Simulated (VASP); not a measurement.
Runs of VASP 6.6.1 on NaSb2Au. It takes space group P-3m1 (No. 164, trigonal). Conventional cell: a = 4.357 Å, b = 4.357 Å, c = 6.818 Å, α = 90.00°, β = 90.00°, γ = 120.00°. Na (site symmetry -3m) has 6 Sb at 3.31 Å and 2 Au at 3.41 Å as nearest neighbours. Around Sb (site symmetry 3m) lie 3 Au at 2.81 Å. Au (site symmetry -3m) is surrounded by 6 Sb at 2.81 Å. The cell was built by a generator and needn't be a form met in nature.

```tsv
share of exact exchange	gap on the mesh (eV)	pressure (GPa)	largest force (eV/Å)
0.15	none	(a)	0.14
0.3	none	(c)	0.35
0.05	none	-0.2	0.01
0.1	none	(b)	0.07
0.2	none	-1.5	0.20
0.4	none	-3.8	0.52
0.5	none	-5.4	0.77
0.25	none	-2.0	0.27
```

Alike in all rows: task single point; level HSE(alpha, omega); potentials or basis VASP PAW PBE potentials, release 64 (Na_pv, Sb, Au); no spin polarisation; cell as given; k mesh 4 × 4 × 2; cutoff (eV) 520; smearing fermi-dirac 0.05 eV; the mesh is coarse, so values aren't converged.

Task: Estimate the missing entries.

Result: (a) -1.1; (b) -0.6; (c) -2.6.

Caveats: all runs use coarse meshes; the PAW data sets were made with another functional, which shifts forces and pressure a little.

A k mesh can miss the band edges, and the runs leave out spin-orbit coupling on Au, Sb.

A gap of «none» marks a metal or a gap under the smearing width.
